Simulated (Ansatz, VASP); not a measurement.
# Cross-check of Si54SN71 (S_N) between VASP and Ansatz

Wanted: the spread between two codes on one cell, functional and k mesh. Of the first pair: The structure shown is the start of the Ansatz relaxation below; VASP solves that cell, so the two are compared at the walk's first step.

Calculated with Ansatz 0.2.0; plane waves, with VASP 6.6.1 beside it; single point at PBEsol.

### Step 1. Starting point

The cell holds 126 atoms: 54 Si, 71 N and 1 S. Its edges and angles: a = 13.206 Å, b = 13.206 Å, c = 8.731 Å, α = 90.0°, β = 90.0°, γ = 120.0°. It derives from Si3N4 (Si3N4 (P6_3/m)). Nearest the centre at fractional (0.576, 0.453, 0.583): S126 at 0.05 Å, Si35 at 1.71 Å, Si53 at 1.73 Å, Si32 at 1.76 Å, N80 at 2.75 Å, N99 at 2.77 Å, N122 at 2.79 Å, N115 at 2.83 Å. The cell carries charge +1.

### Step 2. Ansatz: relaxation, PBEsol

Ansatz runs on its PAW soft_1 files.

The two programs are compared at the cell with which this relaxation starts, whose forces are those of its first step.

input.yaml reads:

```yaml
crystal:
  lattice:
    - [11.43668588, 6.60297367, 0.0]
    - [-11.43668588, 6.60297367, 0.0]
    - [0.0, 0.0, 8.73076733]
  atoms:
    - { symbol: Si, position: [0.01950046, 0.80655545, 0.25] }
    - { symbol: Si, position: [0.3528338, 0.47322211, 0.25] }
    - { symbol: Si, position: [0.68616713, 0.13988878, 0.25] }
    - { symbol: Si, position: [0.21294502, 0.01950046, 0.08333333] }
    - { symbol: Si, position: [0.54627835, 0.68616713, 0.08333333] }
    - { symbol: Si, position: [0.87961168, 0.3528338, 0.08333333] }
    - { symbol: Si, position: [0.13988878, 0.45372165, 0.08333333] }
    - { symbol: Si, position: [0.47322211, 0.12038832, 0.08333333] }
    - { symbol: Si, position: [0.80655545, 0.78705498, 0.08333333] }
    - { symbol: Si, position: [0.19344455, 0.21294502, 0.25] }
    - { symbol: Si, position: [0.52677789, 0.87961168, 0.25] }
    - { symbol: Si, position: [0.86011122, 0.54627835, 0.25] }
    - { symbol: Si, position: [0.12038832, 0.6471662, 0.25] }
    - { symbol: Si, position: [0.45372165, 0.31383287, 0.25] }
    - { symbol: Si, position: [0.78705498, 0.98049954, 0.25] }
    - { symbol: Si, position: [0.31383287, 0.86011122, 0.08333333] }
    - { symbol: Si, position: [0.6471662, 0.52677789, 0.08333333] }
    - { symbol: Si, position: [0.98049954, 0.19344455, 0.08333333] }
    - { symbol: "N", position: [0.0, 0.66666667, 0.25] }
    - { symbol: "N", position: [0.33333333, 0.33333333, 0.25] }
    - { symbol: "N", position: [0.66666667, 0.0, 0.25] }
    - { symbol: "N", position: [0.0, 0.33333333, 0.08333333] }
    - { symbol: "N", position: [0.33333333, 0.0, 0.08333333] }
    - { symbol: "N", position: [0.66666667, 0.66666667, 0.08333333] }
    - { symbol: "N", position: [0.21345843, 0.45653274, 0.25] }
    - { symbol: "N", position: [0.54679176, 0.12319941, 0.25] }
    - { symbol: "N", position: [0.8801251, 0.78986608, 0.25] }
    - { symbol: "N", position: [0.09025902, 0.8801251, 0.08333333] }
    - { symbol: "N", position: [0.42359235, 0.54679176, 0.08333333] }
    - { symbol: "N", position: [0.75692569, 0.21345843, 0.08333333] }
    - { symbol: "N", position: [0.12319941, 0.57640765, 0.08333333] }
    - { symbol: "N", position: [0.45653274, 0.24307431, 0.08333333] }
    - { symbol: "N", position: [0.78986608, 0.90974098, 0.08333333] }
    - { symbol: "N", position: [0.21013392, 0.09025902, 0.25] }
    - { symbol: "N", position: [0.54346726, 0.75692569, 0.25] }
    - { symbol: "N", position: [0.87680059, 0.42359235, 0.25] }
    - { symbol: "N", position: [0.1198749, 0.21013392, 0.08333333] }
    - { symbol: "N", position: [0.45320824, 0.87680059, 0.08333333] }
    - { symbol: "N", position: [0.78654157, 0.54346726, 0.08333333] }
    - { symbol: "N", position: [0.24307431, 0.78654157, 0.25] }
    - { symbol: "N", position: [0.57640765, 0.45320824, 0.25] }
    - { symbol: "N", position: [0.90974098, 0.1198749, 0.25] }
    - { symbol: Si, position: [0.01950046, 0.80655545, 0.58333333] }
    - { symbol: Si, position: [0.3528338, 0.47322211, 0.58333333] }
    - { symbol: Si, position: [0.68616713, 0.13988878, 0.58333333] }
    - { symbol: Si, position: [0.21294502, 0.01950046, 0.41666667] }
    - { symbol: Si, position: [0.54627835, 0.68616713, 0.41666667] }
    - { symbol: Si, position: [0.87961168, 0.3528338, 0.41666667] }
    - { symbol: Si, position: [0.13988878, 0.45372165, 0.41666667] }
    - { symbol: Si, position: [0.47322211, 0.12038832, 0.41666667] }
    - { symbol: Si, position: [0.80655545, 0.78705498, 0.41666667] }
    - { symbol: Si, position: [0.19344455, 0.21294502, 0.58333333] }
    - { symbol: Si, position: [0.52677789, 0.87961168, 0.58333333] }
    - { symbol: Si, position: [0.86011122, 0.54627835, 0.58333333] }
    - { symbol: Si, position: [0.12038832, 0.6471662, 0.58333333] }
    - { symbol: Si, position: [0.45372165, 0.31383287, 0.58333333] }
    - { symbol: Si, position: [0.78705498, 0.98049954, 0.58333333] }
    - { symbol: Si, position: [0.31383287, 0.86011122, 0.41666667] }
    - { symbol: Si, position: [0.6471662, 0.52677789, 0.41666667] }
    - { symbol: Si, position: [0.98049954, 0.19344455, 0.41666667] }
    - { symbol: "N", position: [0.0, 0.66666667, 0.58333333] }
    - { symbol: "N", position: [0.33333333, 0.33333333, 0.58333333] }
    - { symbol: "N", position: [0.66666667, 0.0, 0.58333333] }
    - { symbol: "N", position: [0.0, 0.33333333, 0.41666667] }
    - { symbol: "N", position: [0.33333333, 0.0, 0.41666667] }
    - { symbol: "N", position: [0.66666667, 0.66666667, 0.41666667] }
    - { symbol: "N", position: [0.21345843, 0.45653274, 0.58333333] }
    - { symbol: "N", position: [0.54679176, 0.12319941, 0.58333333] }
    - { symbol: "N", position: [0.8801251, 0.78986608, 0.58333333] }
    - { symbol: "N", position: [0.09025902, 0.8801251, 0.41666667] }
    - { symbol: "N", position: [0.42359235, 0.54679176, 0.41666667] }
    - { symbol: "N", position: [0.75692569, 0.21345843, 0.41666667] }
    - { symbol: "N", position: [0.12319941, 0.57640765, 0.41666667] }
    - { symbol: "N", position: [0.45653274, 0.24307431, 0.41666667] }
    - { symbol: "N", position: [0.78986608, 0.90974098, 0.41666667] }
    - { symbol: "N", position: [0.21013392, 0.09025902, 0.58333333] }
    - { symbol: "N", position: [0.54346726, 0.75692569, 0.58333333] }
    - { symbol: "N", position: [0.87680059, 0.42359235, 0.58333333] }
    - { symbol: "N", position: [0.1198749, 0.21013392, 0.41666667] }
    - { symbol: "N", position: [0.45320824, 0.87680059, 0.41666667] }
    - { symbol: "N", position: [0.78654157, 0.54346726, 0.41666667] }
    - { symbol: "N", position: [0.24307431, 0.78654157, 0.58333333] }
    - { symbol: S, position: [0.57640765, 0.45320824, 0.58333333] }
    - { symbol: "N", position: [0.90974098, 0.1198749, 0.58333333] }
    - { symbol: Si, position: [0.01950046, 0.80655545, 0.91666667] }
    - { symbol: Si, position: [0.3528338, 0.47322211, 0.91666667] }
    - { symbol: Si, position: [0.68616713, 0.13988878, 0.91666667] }
    - { symbol: Si, position: [0.21294502, 0.01950046, 0.75] }
    - { symbol: Si, position: [0.54627835, 0.68616713, 0.75] }
    - { symbol: Si, position: [0.87961168, 0.3528338, 0.75] }
    - { symbol: Si, position: [0.13988878, 0.45372165, 0.75] }
    - { symbol: Si, position: [0.47322211, 0.12038832, 0.75] }
    - { symbol: Si, position: [0.80655545, 0.78705498, 0.75] }
    - { symbol: Si, position: [0.19344455, 0.21294502, 0.91666667] }
    - { symbol: Si, position: [0.52677789, 0.87961168, 0.91666667] }
    - { symbol: Si, position: [0.86011122, 0.54627835, 0.91666667] }
    - { symbol: Si, position: [0.12038832, 0.6471662, 0.91666667] }
    - { symbol: Si, position: [0.45372165, 0.31383287, 0.91666667] }
    - { symbol: Si, position: [0.78705498, 0.98049954, 0.91666667] }
    - { symbol: Si, position: [0.31383287, 0.86011122, 0.75] }
    - { symbol: Si, position: [0.6471662, 0.52677789, 0.75] }
    - { symbol: Si, position: [0.98049954, 0.19344455, 0.75] }
    - { symbol: "N", position: [0.0, 0.66666667, 0.91666667] }
    - { symbol: "N", position: [0.33333333, 0.33333333, 0.91666667] }
    - { symbol: "N", position: [0.66666667, 0.0, 0.91666667] }
    - { symbol: "N", position: [0.0, 0.33333333, 0.75] }
    - { symbol: "N", position: [0.33333333, 0.0, 0.75] }
    - { symbol: "N", position: [0.66666667, 0.66666667, 0.75] }
    - { symbol: "N", position: [0.21345843, 0.45653274, 0.91666667] }
    - { symbol: "N", position: [0.54679176, 0.12319941, 0.91666667] }
    - { symbol: "N", position: [0.8801251, 0.78986608, 0.91666667] }
    - { symbol: "N", position: [0.09025902, 0.8801251, 0.75] }
    - { symbol: "N", position: [0.42359235, 0.54679176, 0.75] }
    - { symbol: "N", position: [0.75692569, 0.21345843, 0.75] }
    - { symbol: "N", position: [0.12319941, 0.57640765, 0.75] }
    - { symbol: "N", position: [0.45653274, 0.24307431, 0.75] }
    - { symbol: "N", position: [0.78986608, 0.90974098, 0.75] }
    - { symbol: "N", position: [0.21013392, 0.09025902, 0.91666667] }
    - { symbol: "N", position: [0.54346726, 0.75692569, 0.91666667] }
    - { symbol: "N", position: [0.87680059, 0.42359235, 0.91666667] }
    - { symbol: "N", position: [0.1198749, 0.21013392, 0.75] }
    - { symbol: "N", position: [0.45320824, 0.87680059, 0.75] }
    - { symbol: "N", position: [0.78654157, 0.54346726, 0.75] }
    - { symbol: "N", position: [0.24307431, 0.78654157, 0.91666667] }
    - { symbol: "N", position: [0.57640765, 0.45320824, 0.91666667] }
    - { symbol: "N", position: [0.90974098, 0.1198749, 0.91666667] }
  host:
    repeats: [1, 1, 3]
    atoms:
      - { symbol: Si, position: [0.01950046, 0.80655545, 0.75] }
      - { symbol: Si, position: [0.3528338, 0.47322211, 0.75] }
      # ... 40 more atoms of the perfect host
total_charge: 1
basis:
  ecutwfc: 420
  xc_grid: 2
hamiltonian:
  xc: pbesol
  pseudopotentials: { kind: paw, azcp: { folder: soft_1 }, xc_functional: pbe }
kpoints:
  mp_grid: { grid: [1, 1, 1], shift: [0.25, 0.25, 0.25] }
scf:
  occupations: { method: fixed }
  max_iter: 100
output:
  forces: true
  charged_corrections:
    epsilon: [4.29, 4.29, 4.37]
    static_epsilon: [8.29, 8.29, 8.25]
    defect_position: [0.576408, 0.453208, 0.583333]
relax:
  f_tol: 0.02
  max_steps: 80
  random_displacement: { amplitude: 0.05, seed: 8567 }
checkpoint:
  write: "../qp1.relax.run"
  compress: false
  write_wavefunctions: true
  write_every: 100000
```

On the command line:

```console
> ansatz run input.yaml --threads 8 --pin off --max-ram 22609MiB --backend cpu --events-out ev --progress --plain --runs-dir out
```

Numbers of over 12 decimals in the logs are rounded to 6 here.

The program printed:

```text
Engine: ansatz 0.2.0, aarch64-unknown-linux-gnu
Pseudopotentials: kind: paw
Pseudopotential: Si, paw, valence charge 4, recommended cutoff 420 eV (normal), soft_1/Si.paw.azcp
Pseudopotential: N, paw, valence charge 5, recommended cutoff 420 eV (normal), soft_1/N.paw.azcp
Pseudopotential: S, paw, valence charge 6, recommended cutoff 420 eV (normal), soft_1/S.paw.azcp
Functional definition: PBEsol
  exchange = pbesol_x
  correlation = pbesol_c
Crystal: 126 atoms, lattice volume = 1318.628 Å³
Basis set: ecut = 420 eV, 25805 PW (Γ), exchange–correlation on 180×180×120 points (8 copies of the dense FFT grid, shifted against one another)
Bands: 414, of which v1, the nominal top of the filled ones, is band 288 counted from 1 (287 counted from 0)
Symmetry: 1 space group operations
k-points: 1
Non-local potential: Si, projectors of the file, l = 0: 2, l = 1: 2, l = 2: 1
Non-local potential: N, projectors of the file, l = 0: 2, l = 1: 2, l = 2: 1
Non-local potential: S, projectors of the file, l = 0: 2, l = 1: 2, l = 2: 1
PAW form: soft (Blöchl's): semilocal exchange-correlation on the pseudo side does not see the compensation charge
PAW frozen core: Si, regenerated for the run's functional, and the local potential with it (the file was generated under x = pbe(κ = 0.804, μ = 0.219515), c = pbe(β = 0.066725))
PAW frozen core: N, regenerated for the run's functional, and the local potential with it (the file was generated under x = pbe(κ = 0.804, μ = 0.219515), c = pbe(β = 0.066725))
PAW frozen core: S, regenerated for the run's functional, and the local potential with it (the file was generated under x = pbe(κ = 0.804, μ = 0.219515), c = pbe(β = 0.066725))
PAW one-centre angular grid: Si, 110 points (default); XC on 64 Gauss nodes
PAW one-centre angular grid: N, 110 points (default); XC on 64 Gauss nodes
PAW one-centre angular grid: S, 110 points (default); XC on 64 Gauss nodes
Initial density: superposition of atomic densities (chi_scale 0.1, normalization cell, long waves kept (reshape's long-wave potential 0.16 eV rms))
Initial wavefunctions: pseudopotential atomic-orbital guess
Functional: x = pbesol(κ = 0.804, μ = 0.123457), c = pbesol(β = 0.046)
SCF iter   1: F=—  HF=-61562.579829 eV  |F-HF|=—  |Δ(HF+E_count)|=         —  Δρ=1.49e-1  dr2=3.09e2  ethr=3.10e-3  ⟨swp⟩=7.0  Hψ=1575  notcnv=0  defer=124
preconditioner: auto → Resta (q_TF=auto, 2.377 Å⁻¹)  ε∞=3.6  [insulator: Δε(μ)=3.943 eV  Ē_g=15.340 eV  n_scr=282 (ndim 8)  ℏωp=24.5 eV  f_vac=0.009  ε∞_Penn≈3.6]
SCF iter   2: F=—  HF=-61468.595456 eV  |F-HF|=—  |Δ(HF+E_count)|=    9.40e1  Δρ=4.90e-2  dr2=1.82e1  ethr=3.10e-3  ⟨swp⟩=4.0  Hψ=1181  notcnv=0  defer=124
SCF iter   3: F=—  HF=-61465.063498 eV  |F-HF|=—  |Δ(HF+E_count)|=    3.53e0  Δρ=2.39e-2  dr2=4.31e0  ethr=3.10e-3  ⟨swp⟩=3.0  Hψ=426  notcnv=0  defer=124
SCF iter   4: F=—  HF=-61464.417153 eV  |F-HF|=—  |Δ(HF+E_count)|=   6.46e-1  Δρ=2.59e-3  dr2=8.69e-2  ethr=7.49e-4  ⟨swp⟩=2.0  Hψ=582  notcnv=0  defer=124
SCF iter   5: F=—  HF=-61464.446229 eV  |F-HF|=—  |Δ(HF+E_count)|=   2.91e-2  Δρ=1.45e-3  dr2=3.06e-2  ethr=1.51e-5  ⟨swp⟩=3.0  Hψ=584  notcnv=0  defer=124
SCF iter   6: F=—  HF=-61464.454145 eV  |F-HF|=—  |Δ(HF+E_count)|=   7.92e-3  Δρ=3.57e-4  dr2=2.42e-3  ethr=5.30e-6  ⟨swp⟩=3.0  Hψ=567  notcnv=0  defer=124
SCF iter   7: F=—  HF=-61464.455885 eV  |F-HF|=—  |Δ(HF+E_count)|=   1.74e-3  Δρ=1.34e-4  dr2=3.56e-4  ethr=4.20e-7  ⟨swp⟩=2.0  Hψ=701  notcnv=0  defer=124
SCF iter   8: F=—  HF=-61464.456425 eV  |F-HF|=—  |Δ(HF+E_count)|=   5.40e-4  Δρ=1.03e-4  dr2=1.44e-4  ethr=6.19e-8  ⟨swp⟩=2.0  Hψ=580  notcnv=0  defer=124
SCF iter   9: F=-61464.456448 eV  HF=-61464.456443 eV  |F-HF|=4.93e-6  |Δ(HF+E_count)|=   1.75e-5  Δρ=1.85e-5  dr2=4.82e-6  ethr=1.74e-9  ⟨swp⟩=3.0  Hψ=1573  notcnv=0
SCF 1 converged in 9 iterations: F = -61464.456448 eV  dr2 = 4.82e-6
  greatest PAW one-centre occupation: 0.894 electrons in one spin orbital (limit 2), on the S atom at site 82 (counted from 0), in its partial waves of l = 0
relax step   1: F+E_penalty+E_count = -61464.45644759 eV  Δ(F+E_penalty+E_count) = +0.000e0 eV  max|allowed force component| = 1.817e1 eV/Å  Δτ_max = 0.0000 Å  (9 SCF iters, dr2 threshold 1.00e-5 eV, accepted)
Initial density: handed on by an earlier stage of this run
Initial wavefunctions: those handed on with the density
iter 1 solved again at ethr=1.35e-4 eV; its pass at ethr=3.10e-3 eV (dr2=7.80e-1 eV) is discarded
SCF iter   1: F=—  HF=-61473.428902 eV  |F-HF|=—  |Δ(HF+E_count)|=         —  Δρ=8.15e-3  dr2=8.01e-1  ethr=1.35e-4  ⟨swp⟩=2.0  Hψ=1504  notcnv=0  defer=124
preconditioner: auto → Resta (q_TF=auto, 2.377 Å⁻¹)  ε∞=4.0  [insulator: Δε(μ)=3.417 eV  Ē_g=14.169 eV  n_scr=282 (ndim 8)  ℏωp=24.5 eV  f_vac=0.035  ε∞_Penn≈4.0]
SCF iter   2: F=—  HF=-61473.222607 eV  |F-HF|=—  |Δ(HF+E_count)|=   2.06e-1  Δρ=3.76e-3  dr2=1.47e-1  ethr=1.35e-4  ⟨swp⟩=3.0  Hψ=512  notcnv=0  defer=124
[...]
- { symbol: N, position: [0.332155, 0.332909, 0.251368] }
    - { symbol: N, position: [0.666553, 0.000316553, 0.249846] }
    - { symbol: N, position: [0.000363517, 0.334512, 0.083098] }
    - { symbol: N, position: [0.334271, 0.000958797, 0.083102] }
    - { symbol: N, position: [0.667494, 0.665911, 0.083108] }
    - { symbol: N, position: [0.213494, 0.456606, 0.250345] }
    - { symbol: N, position: [0.548185, 0.123916, 0.248897] }
    - { symbol: N, position: [0.881865, 0.792438, 0.249821] }
    - { symbol: N, position: [0.091806, 0.882614, 0.083134] }
    - { symbol: N, position: [0.423965, 0.546035, 0.083136] }
    - { symbol: N, position: [0.757777, 0.215013, 0.083135] }
    - { symbol: N, position: [0.123871, 0.576845, 0.083135] }
    - { symbol: N, position: [0.456132, 0.243204, 0.083134] }
    - { symbol: N, position: [0.789120, 0.909422, 0.083137] }
    - { symbol: N, position: [0.210496, 0.091197, 0.249296] }
    - { symbol: N, position: [0.543226, 0.756391, 0.249515] }
    - { symbol: N, position: [0.877842, 0.425874, 0.249449] }
    - { symbol: N, position: [0.118339, 0.209701, 0.083140] }
    - { symbol: N, position: [0.454138, 0.877502, 0.083134] }
    - { symbol: N, position: [0.790077, 0.547298, 0.083135] }
    - { symbol: N, position: [0.245032, 0.786835, 0.249290] }
    - { symbol: N, position: [0.577424, 0.451359, 0.246695] }
    - { symbol: N, position: [0.906973, 0.120880, 0.248518] }
    - { symbol: Si, position: [0.021176, 0.809344, 0.583135] }
    - { symbol: Si, position: [0.351592, 0.473512, 0.583134] }
    - { symbol: Si, position: [0.686887, 0.141178, 0.583133] }
    - { symbol: Si, position: [0.217209, 0.021450, 0.413504] }
    - { symbol: Si, position: [0.545858, 0.686350, 0.416362] }
    - { symbol: Si, position: [0.879242, 0.355062, 0.416598] }
    - { symbol: Si, position: [0.139322, 0.454538, 0.416181] }
    - { symbol: Si, position: [0.473076, 0.115658, 0.414300] }
    - { symbol: Si, position: [0.809152, 0.790630, 0.416475] }
    - { symbol: Si, position: [0.181375, 0.211701, 0.583140] }
    - { symbol: Si, position: [0.527670, 0.880061, 0.583136] }
    - { symbol: Si, position: [0.862985, 0.551128, 0.583137] }
    - { symbol: Si, position: [0.120876, 0.647416, 0.583137] }
    - { symbol: Si, position: [0.398295, 0.259595, 0.583137] }
    - { symbol: Si, position: [0.786547, 0.981495, 0.583141] }
    - { symbol: Si, position: [0.314420, 0.857553, 0.416708] }
    - { symbol: Si, position: [0.656341, 0.535229, 0.400093] }
    - { symbol: Si, position: [0.975783, 0.193794, 0.415222] }
    - { symbol: N, position: [0.00284658, 0.670287, 0.583155] }
[...]
- { symbol: S, position: [0.580072, 0.419836, 0.583134] }
[...]
- { symbol: Si, position: [0.021610, 0.810039, 0.916246] }
    - { symbol: Si, position: [0.352594, 0.473115, 0.916374] }
    - { symbol: Si, position: [0.687644, 0.140768, 0.916793] }
    - { symbol: Si, position: [0.217215, 0.021453, 0.752739] }
    - { symbol: Si, position: [0.545859, 0.686350, 0.749884] }
    - { symbol: Si, position: [0.879242, 0.355061, 0.749647] }
[...]
- { symbol: Si, position: [0.527246, 0.879717, 0.916829] }
    - { symbol: Si, position: [0.865567, 0.550703, 0.918332] }
    - { symbol: Si, position: [0.122353, 0.648498, 0.917066] }
    - { symbol: Si, position: [0.451749, 0.312170, 0.916384] }
    - { symbol: Si, position: [0.786415, 0.980716, 0.917083] }
    - { symbol: Si, position: [0.314421, 0.857551, 0.749545] }
    - { symbol: Si, position: [0.656343, 0.535233, 0.766160] }
    - { symbol: Si, position: [0.975780, 0.193794, 0.751037] }
[...]
- { symbol: N, position: [0.543224, 0.756386, 0.916741] }
    - { symbol: N, position: [0.877836, 0.425870, 0.916805] }
    - { symbol: N, position: [0.112789, 0.204535, 0.752214] }
    - { symbol: N, position: [0.454311, 0.876788, 0.749743] }
    - { symbol: N, position: [0.794605, 0.553362, 0.753376] }
    - { symbol: N, position: [0.245031, 0.786833, 0.916962] }
    - { symbol: N, position: [0.577430, 0.451360, 0.919552] }
    - { symbol: N, position: [0.906970, 0.120880, 0.917741] }
```

(Continued in part 2 of 3.)

[Lines on the potential files, build, host, timing and source positions are cut from VASP's logs without a mark.]

[Logs are printed without paths, hosts, clocks, repeated set-up lines and the standing remarks that a program may print on its own settings, such as how far it seeks lower states.]

[Hosts, paths, dates, database ids (printed as entryN), source tags and the programs' standing remarks are cut or masked in the printed files.]
